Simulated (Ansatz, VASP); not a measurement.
# InGaP2: VASP beside Ansatz, part 2 of 2

Wanted: the spread between two codes on one cell, functional and k mesh. Of the first pair: The structure shown is the start of the Ansatz relaxation below; VASP solves that cell, so the two are compared at the walk's first step.

VASP 6.6.1 and Ansatz 0.2.0.

So far. Step 3 (VASP: single point, PBEsol, start cell, pair 1): The run ends at a pressure of 5.14 GPa, with forces up to 0.11 eV/Å.

### 6. VASP: single point, PBEsol, cell relaxed in part, pair 2

Level of this step: PBEsol; plane waves and PAW (In_d, Ga_d, P) (VASP).

The same cell, functional, mesh and smearing now go to VASP, with its own data sets.

Contents of INCAR:

```
SYSTEM = InGaP2
PREC = Accurate
ENCUT = 500
EDIFF = 1E-06
NELM = 120
ISMEAR = 0
SIGMA = 0.02
LREAL = .FALSE.
ALGO = Normal
GGA = PS
NBANDS = 24
LORBIT = 11
LWAVE = .FALSE.
LCHARG = .FALSE.
ISIF = 2
LASPH = .TRUE.
GGA_COMPAT = .FALSE.
EFERMI = MIDGAP
KPAR = 2
```

Contents of POSCAR:

```
InGaP2
1.0
    1.9568662481      1.1297974168      6.4392405718
   -1.9568662481      1.1297974168      6.4392405718
    0.0000000000     -2.2595943484      6.4392406569
In Ga P
1 1 2
Direct
    0.4987490422      0.4987490422      0.4987490422
    0.0003106324      0.0003106324      0.0003106324
    0.8810524424      0.8810524424      0.8810524424
    0.3698888830      0.3698888830      0.3698888830
```

Contents of KPOINTS:

```
Automatic mesh
0
Gamma
12 12 12
0 0 0
```

PAW data sets: In_d, Ga_d and P (PBE family, release 64).

Command:

```
$ mpirun -np 2 vasp_std
```

Numbers of over 12 decimals in the logs are rounded to 6 here.

What it wrote:

```text
[banner, memory and clock lines left out]
running    2 mpi-ranks, on    1 nodes
[...]
[... a notice as in an earlier step ...]

 LDA part: xc-table for (Slater+PW92), standard interpolation
 POSCAR, INCAR and KPOINTS ok, starting setup
[...]
entering main loop
       N       E                     dE             d eps       ncg     rms          rms(c)
DAV:   1     0.259628090444E+03    0.25963E+03   -0.17159E+04  9368   0.195E+03
DAV:   2     0.736942490555E+01   -0.25226E+03   -0.24528E+03  9688   0.431E+02
DAV:   3    -0.187376268982E+02   -0.26107E+02   -0.25897E+02 11320   0.133E+02
DAV:   4    -0.195866112522E+02   -0.84898E+00   -0.84815E+00 11592   0.259E+01
[...]
DAV:  12    -0.188504931544E+02    0.56193E-05   -0.26503E-05 10688   0.401E-02    0.139E-02
DAV:  13    -0.188504942306E+02   -0.10762E-05   -0.37906E-06 10144   0.112E-02    0.109E-02
DAV:  14    -0.188504947480E+02   -0.51743E-06   -0.39999E-07  7304   0.574E-03
   1 F= -.18850495E+02 E0= -.18850495E+02  d E =0.000000E+00
```

OUTCAR, selected parts (step 6):

```text
  Total        2.7421102      2.7421102      2.7298662      0.0000000     -0.0000000     -0.0000000
  in kB       51.4337181     51.4337181     51.2040581      0.0000000     -0.0000000     -0.0000000
  external PRESSURE =      51.3571648 kB  Pullay stress =       0.0000000 kB

 POSITION                                       TOTAL-FORCE (eV/Angst)
 -----------------------------------------------------------------------------------
      0.00000      0.00000      9.63470         0.000000      0.000000      0.002512
      0.00000      0.00000      0.00600         0.000000     -0.000000     -0.006498
      0.00000      0.00000     17.01993         0.000000      0.000000      0.005159
      0.00000      0.00000      7.14541         0.000000     -0.000000     -0.001174
 -----------------------------------------------------------------------------------
    total drift:                               -0.000000     -0.000000     -0.000668

  FREE ENERGIE OF THE ION-ELECTRON SYSTEM (eV)
  ---------------------------------------------------
  free  energy   TOTEN  =       -18.8504947480 eV

  energy  without entropy=      -18.8504947480  energy(sigma->0) =      -18.85049475

[... 1 part as in an earlier step ...]

[... 2 further parts left out ...]
[key lines of the parts left out:]
E-fermi :   6.1577
```

The run ends at a pressure of 5.14 GPa, with forces up to 0.0065 eV/Å.

### 7. Differences

What differs besides the data sets and the points named for the pairs above, as far as they apply: the cutoff is 420 eV in Ansatz and 500 eV in VASP; Ansatz's pressure holds a Pulay correction, VASP's none. Total energies have different zeros and are not compared.

Compared:

```
              quantity  Ansatz   VASP  difference
        pressure (GPa)    5.21   5.14       +0.08
gap on the k mesh (eV)   0.937  0.936      +0.001
```

The largest component of a force difference here is 7 meV/Å. A gap on the mesh is an upper bound, since the band edges may lie between its points.

### 8. Ansatz: relaxation, PBEsol

The two programs are compared at the cell with which this relaxation starts, whose forces are those of its first step. The cell compared in this pair holds 96.32 Å³, against 85.42 Å³ for the pair before.

The structure compared here is the start of the Ansatz relaxation; VASP solves that cell, so the two are compared at the walk's first step.

Contents of input.yaml:

```yaml
crystal:
  lattice:
    - [2.0386865345, 1.1770363876, 6.690122019]
    - [-2.0386865345, 1.1770363876, 6.690122019]
    - [0.0, -2.3540722709, 6.6901221077]
  atoms:
    - { symbol: In, position: [0.4992830102, 0.4992830102, 0.4992830102] }
    - { symbol: Ga, position: [0.9999420594, 0.9999420594, 0.9999420594] }
    - { symbol: P, position: [0.8806359007, 0.8806359007, 0.8806359007] }
    - { symbol: P, position: [0.3701400297, 0.3701400297, 0.3701400297] }
kpoints:
  mp_grid: { grid: [12, 12, 12] }
hamiltonian:
  xc: pbesol
scf:
  occupations: { method: gaussian, width: 0.02 }
output:
  forces: true
  stress: true
  eigenvalues: true
relax:
  adjacent_minimum: "off"
  f_tol: 0.001
  max_steps: 60
  cell: { stress_tol: 0.02, fix: [volume] }
```

Command:

```
$ ansatz run input.yaml --threads 4 --pin off --max-ram 8192MiB --backend cpu --events-out ev --progress --plain --runs-dir out
```

What it wrote:

```text
[...]
Crystal: 4 atoms, lattice volume = 96.322 Å³
Basis set: ecut = 420 eV, 1901 PW (Γ), FFT grids on a1−a3, a2−a3, a3, exchange–correlation on 60×60×96 points (8 copies of the dense FFT grid, shifted against one another)
Bands: 22, of which v1, the nominal top of the filled ones, is band 18 counted from 1 (17 counted from 0)
Symmetry: 6 space group operations
[...]
cell:  # Å, volume = 96.3220 Å³
    - [2.040118, 1.177863, 6.680737]
    - [-2.040118, 1.177863, 6.680737]
    - [1.7370957440332937e-19, -2.355725, 6.680738]
  atoms:
    - { symbol: In, position: [0.499741, 0.499741, 0.499741] }
    - { symbol: Ga, position: [0.999599, 0.999599, 0.999599] }
    - { symbol: P, position: [0.880308, 0.880308, 0.880308] }
    - { symbol: P, position: [0.370353, 0.370353, 0.370353] }
[key lines of the parts left out:]
SCF converged after 6 iterations
Free energy (F): -10749.712517 eV
Fermi energy:    6.495848 eV
P = ⅓ Tr σ = -3.7397 GPa (-37.397 kbar)
```

### 9. VASP: single point, PBEsol, start cell, pair 3

The same cell, functional, mesh and smearing now go to VASP, with its own data sets.

INCAR, as its differences from that of step 6:

```diff
@@ -2,3 +2,3 @@
 PREC = Accurate
-ENCUT = 500
+ENCUT = 400
 EDIFF = 1E-06
```

Contents of POSCAR:

```
InGaP2
1.0
    2.0386870000      1.1770360000      6.6901220000
   -2.0386870000      1.1770360000      6.6901220000
    0.0000000000     -2.3540720000      6.6901220000
In Ga P
1 1 2
Direct
    0.4992830225      0.4992830225      0.4992830225
    0.9999421955      0.9999421955      0.9999417707
    0.8806359087      0.8806359087      0.8806359087
    0.3701400363      0.3701400363      0.3701400363
```

KPOINTS is that of step 6.

Command:

```
$ mpirun -np 2 vasp_std
```

What it wrote:

```text
[... set-up lines as in an earlier step ...]
 entering main loop
       N       E                     dE             d eps       ncg     rms          rms(c)
DAV:   1     0.237199864248E+03    0.23720E+03   -0.15198E+04  9288   0.164E+03
DAV:   2     0.515169404477E+01   -0.23205E+03   -0.22647E+03  9584   0.384E+02
DAV:   3    -0.187388559455E+02   -0.23891E+02   -0.23726E+02 11624   0.124E+02
DAV:   4    -0.194931840833E+02   -0.75433E+00   -0.75367E+00 11256   0.243E+01
[...]
DAV:  12    -0.188652979187E+02    0.19596E-05   -0.19065E-05 10992   0.357E-02    0.167E-02
DAV:  13    -0.188652992296E+02   -0.13109E-05   -0.39437E-06 10032   0.106E-02    0.113E-02
DAV:  14    -0.188652994610E+02   -0.23142E-06   -0.25132E-07  7392   0.406E-03
   1 F= -.18865299E+02 E0= -.18865299E+02  d E =-.229387E-36
```

Parts of OUTCAR (step 9):

```text
  Total       -2.3137494     -2.3137475     -2.4143645      0.0000000      0.0000000      0.0000000
  in kB      -38.4858705    -38.4858385    -40.1594573      0.0000000      0.0000000      0.0000000
  external PRESSURE =     -39.0437221 kB  Pullay stress =       0.0000000 kB

 POSITION                                       TOTAL-FORCE (eV/Angst)
 -----------------------------------------------------------------------------------
      0.00000      0.00000     10.02079         0.000000      0.000000      0.088305
      0.00000      0.00000     20.06920         0.000000     -0.000000     -0.082850
      0.00000      0.00000     17.67469         0.000000     -0.000000     -0.052470
      0.00000      0.00000      7.42885         0.000000      0.000000      0.047015
 -----------------------------------------------------------------------------------
    total drift:                               -0.000000     -0.000378      0.000204

  FREE ENERGIE OF THE ION-ELECTRON SYSTEM (eV)
  ---------------------------------------------------
  free  energy   TOTEN  =       -18.8652994610 eV

  energy  without entropy=      -18.8652994610  energy(sigma->0) =      -18.86529946

[... 1 part as in an earlier step ...]

[... 2 further parts left out ...]
[key lines of the parts left out:]
E-fermi :   4.5383
```

The run ends at a pressure of -3.90 GPa, with forces up to 0.088 eV/Å.

### 10. Differences

Forces (eV/Å; atoms numbered as in POSCAR):

```
atom        Ansatz x, y, z          VASP x, y, z
 In1   0.000, 0.000, 0.087   0.000, 0.000, 0.088
 Ga2  0.000, 0.000, -0.078  0.000, 0.000, -0.083
  P3  0.000, 0.000, -0.057  0.000, 0.000, -0.052
  P4   0.000, 0.000, 0.048   0.000, 0.000, 0.047
```

The forces differ by 1.9 meV/Å r.m.s., which is 4.7 % of the r.m.s. force of 0.040 eV/Å (both taken over all components).

### 11. Outcome

* r.m.s. force difference (single point, PBEsol, start cell, pair 1): 2.9 meV/Å
* difference in gap on the k mesh (single point, PBEsol, cell relaxed in part, pair 2): 9.7e-4 eV
* r.m.s. force difference (single point, PBEsol, start cell, pair 3): 1.9 meV/Å

**Reading.** The r.m.s. force difference is 2.9 meV/Å (single point, PBEsol, start cell, pair 1), within the 12 meV/Å picked in this series as the mark of a large difference. Such differences can come from data sets, numerical settings and the points named under the comparisons, not from the functional's error against experiment.

[Lines on the potential files, build, host, timing and source positions are cut from VASP's logs without a mark.]

[Logs are printed without paths, hosts, clocks, repeated set-up lines and the standing remarks that a program may print on its own settings, such as how far it seeks lower states.]

[Hosts, paths, dates, database ids (printed as entryN), source tags and the programs' standing remarks are cut or masked in the printed files.]
